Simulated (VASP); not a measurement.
Here is a VASP 6.6.1 calculation.

Contents of INCAR:

```
PREC = Accurate ; ENCUT = 600
EDIFF = 1E-6 ; ISMEAR = 1
SIGMA = 0.1 ; LREAL = False
LASPH = True ; NELM = 120
ALGO = Fast ; ISIF = 3
LWAVE = False ; LCHARG = False
GGA = PE ; IVDW = 13
IBRION = 2 ; NSW = 40
EDIFFG = -0.005
```

KPOINTS

```
regular mesh
0
Gamma
  18 18 18
```

POSCAR

```
W
1.0
   -1.5750000000      1.5750000000      1.5750000000
    1.5750000000     -1.5750000000      1.5750000000
    1.5750000000      1.5750000000     -1.5750000000
W
1
Direct
    0.0000000000      0.0000000000      0.0000000000
```

Potentials or basis: VASP PAW PBE potentials, release 64 (W_sv).

Command:

```sh
$ cat potpaw_PBE.64/W_sv/POTCAR > POTCAR
$ mpirun -np 1 vasp_std > vasp.out
```

Estimate the band gap on the k mesh.

none (metal or under the smearing width).

Estimate the relaxed volume.

15.82 Å³/atom.

Final structure:
```
W
1.0
    -1.58142    1.58142    1.58142
     1.58142   -1.58142    1.58142
     1.58142    1.58142   -1.58142
W
1
Cartesian
  0.0000 0.0000 0.0000
```

Caveat: pairwise dispersion overbinds metals, which lowers pressure and volume. Spin-orbit coupling is left out, which matters for the levels of W.
